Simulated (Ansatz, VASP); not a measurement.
Code comparison for MgAu (Pm-3m, 2 atoms in the cell)

Self-consistent single point.

```
MgAu
1.0
    3.23851     0.00000     0.00000
    0.00000     3.23851     0.00000
    0.00000     0.00000     3.23851
Mg Au
1 1
Direct
  0.50000   0.50000   0.50000
  0.00000   0.00000   0.00000
```

Shared settings, as Ansatz (a first-principles code) writes them: kpoints.mp_grid.grid = 7 7 7; magnetization.spin_orbit = true; scf.occupations.method = gaussian; scf.occupations.width = 0.0073 Ry. Potentials and cutoffs stand in the table.

```csv
code,model,pressure (GPa),cutoff
Ansatz,"PBEsol with spin-orbit coupling, PAW files made with PBE",0.35,30.9 Ry
VASP,"PBEsol, spin-orbit coupling, VASP's PBE PAW potentials (set 64)",0.16,300 eV
```

The spread over the programs that give each value: pressure within 0.19 GPa.

Ansatz's pressure is given at a fixed set of plane waves, as the other plane-wave codes print theirs; with its correction for the finite basis it is 0.51 GPa.

VASP's run is marked for a possible Pulay error in its stress at this cutoff; no cutoff test was made.

The starting cell comes from a database of computed structures (which also holds hypothetical and non-ambient phases and stackings), without a prior relaxation at this level. Its lattice was rescaled by a random factor within 2.5 % of one.

Left out of this page: Quantum ESPRESSO, Elk and SIESTA (not drawn, or without a comparable value); ABINIT and FLEUR (failed or unconverged).

Keys are those of Ansatz 0.2.
